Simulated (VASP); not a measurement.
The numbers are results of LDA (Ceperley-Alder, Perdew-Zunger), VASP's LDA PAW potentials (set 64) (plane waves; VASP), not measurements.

VASP ran on this input.

**INCAR**
```
SYSTEM = NiSi2
PREC = Accurate
ENCUT = 520
EDIFF = 1E-6
NELM = 100
ALGO = Normal
LREAL = .FALSE.
LASPH = .TRUE.
ISMEAR = 1
SIGMA = 0.1
LMAXMIX = 4
LWAVE = .FALSE.
LCHARG = .FALSE.
IBRION = 2
ISIF = 3
NSW = 60
EDIFFG = -0.02
```

**POSCAR**
```
NiSi2
1
   -0.0000000000     2.6783585764     2.6783585764
    2.6783585764     0.0000000000     2.6783585764
    2.6783585764     2.6783585764    -0.0000000000
Si Ni
2 1
Direct
  0.2500000000   0.2500000000   0.2500000000
  0.7500000000   0.7500000000   0.7500000000
  0.0000000000   0.0000000000   0.0000000000
```

KPOINTS:
```
K-points
0
Gamma
9 9 9
0 0 0
```

POTCAR, in this order: Si Ni (LDA.64 set). Program: vasp_std.

Output

### OSZICAR
```
       N       E                     dE             d eps       ncg     rms          rms(c)
DAV:   1     0.724519061002E+02    0.72452E+02   -0.81074E+03   918   0.146E+03
DAV:   2    -0.177227376154E+02   -0.90175E+02   -0.84843E+02   950   0.259E+02
DAV:   3    -0.218882025638E+02   -0.41655E+01   -0.40989E+01  1191   0.634E+01
DAV:   4    -0.219671363769E+02   -0.78934E-01   -0.78830E-01  1100   0.842E+00
DAV:   5    -0.219694318411E+02   -0.22955E-02   -0.22953E-02  1201   0.151E+00    0.165E+01
DAV:   6    -0.259002402829E+02   -0.39308E+01   -0.49138E+01  1006   0.180E+02    0.233E+01
DAV:   7    -0.199862123238E+02    0.59140E+01   -0.15212E+01  1103   0.114E+02    0.380E+00
DAV:   8    -0.199590724506E+02    0.27140E-01   -0.20600E+00  1384   0.237E+01    0.276E+00
DAV:   9    -0.198980060210E+02    0.61066E-01   -0.28633E-01  1139   0.116E+01    0.533E-01
DAV:  10    -0.198971508683E+02    0.85515E-03   -0.96544E-03  1246   0.172E+00    0.258E-01
DAV:  11    -0.198969055112E+02    0.24536E-03   -0.71023E-04  1326   0.302E-01    0.453E-02
DAV:  12    -0.198969164484E+02   -0.10937E-04   -0.69924E-05  1239   0.185E-01    0.260E-02
DAV:  13    -0.198969092452E+02    0.72032E-05   -0.19945E-05  1247   0.122E-01    0.523E-03
DAV:  14    -0.198969094996E+02   -0.25438E-06   -0.19956E-06   743   0.191E-02
   1 F= -.19896909E+02 E0= -.19897050E+02  d E =-.198969E+02
```

OUTCAR:
```
------------------------ aborting loop because EDIFF is reached ----------------------------------------
  FORCE on cell =-STRESS in cart. coord.  units (eV):
  Direction    XX          YY          ZZ          XY          YZ          ZX
  --------------------------------------------------------------------------------------
  Total        0.0169524      0.0169524      0.0169524     -0.0000000     -0.0000000     -0.0000000
  in kB        0.7068139      0.7068139      0.7068139     -0.0000000     -0.0000000     -0.0000000
  external PRESSURE =       0.7068139 kB  Pullay stress =       0.0000000 kB
  volume of cell :       38.43
      direct lattice vectors                 reciprocal lattice vectors
     0.000000000  2.678358576  2.678358576    -0.186681501  0.186681501  0.186681501
     2.678358576  0.000000000  2.678358576     0.186681501 -0.186681501  0.186681501
     2.678358576  2.678358576  0.000000000     0.186681501  0.186681501 -0.186681501
 POSITION                                       TOTAL-FORCE (eV/Angst)
 -----------------------------------------------------------------------------------
      1.33918      1.33918      1.33918         0.000000      0.000000      0.000000
      4.01754      4.01754      4.01754        -0.000000     -0.000000     -0.000000
      0.00000      0.00000      0.00000        -0.000000      0.000000     -0.000000
 -----------------------------------------------------------------------------------
    total drift:                               -0.000000     -0.000000      0.000000
  FREE ENERGIE OF THE ION-ELECTRON SYSTEM (eV)
  ---------------------------------------------------
  free  energy   TOTEN  =       -19.8969094996 eV

  energy  without entropy=      -19.8973311007  energy(sigma->0) =      -19.89705003

 reached required accuracy - stopping structural energy minimisation
```
(Selected blocks of OUTCAR.)

### OUTCAR
```
 val. band max:       10.7490431254   @ k =   0.3333   0.2222   0.0000

 cond. band min:      10.8116824007   @ k =   0.1111   0.1111   0.0000


 Fermi energy:        10.7980575360

 k-point     1 :       0.0000    0.0000    0.0000
  band No.  band energies     occupation
      1      -3.3009      2.00000
      2       5.3554      2.00000
      3       5.3554      2.00000
      4       5.3554      2.00000
      5       7.0809      2.00000
      6       7.0809      2.00000
      7      10.6077      2.02153
      8      12.5141     -0.00000
      9      12.5141     -0.00000
     10      12.5141     -0.00000
     11      13.0089      0.00000
     12      13.0089      0.00000
     13      13.0089      0.00000

 k-point     2 :       0.1111    0.0000    0.0000
  band No.  band energies     occupation
      1      -3.1145      2.00000
      2       5.0063      2.00000
      3       5.4140      2.00000
      4       5.4140      2.00000
      5       7.0477      2.00000
      6       7.0477      2.00000
      7      10.0842      2.00000
      8      11.4331     -0.00000
      9      11.7376     -0.00000
     10      11.7376     -0.00000
     11      13.7458      0.00000
     12      13.7458      0.00000
     13      14.7340      0.00000

 k-point     3 :       0.2222    0.0000    0.0000
  band No.  band energies     occupation
      1      -2.5610      2.00000
      2       4.0428      2.00000
      3       5.5604      2.00000
      4       5.5604      2.00000
      5       7.0004      2.00000
      6       7.0004      2.00000
      7       8.5147      2.00000
      8      10.8309      0.47575
      9      10.8309      0.47574
     10      11.8055     -0.00000
     11      13.4286      0.00000
     12      13.4286      0.00000
     13      14.4279      0.00000

 k-point     4 :       0.3333    0.0000    0.0000
  band No.  band energies     occupation
      1      -1.6611      2.00000
      2       2.6416      2.00000
      3       5.7059      2.00000
...
```

The compound is NiSi2 in the fluorite structure. It was relaxed first. The start is the result of an earlier pass. The run is not spin-polarised, so no magnetic state was tried.
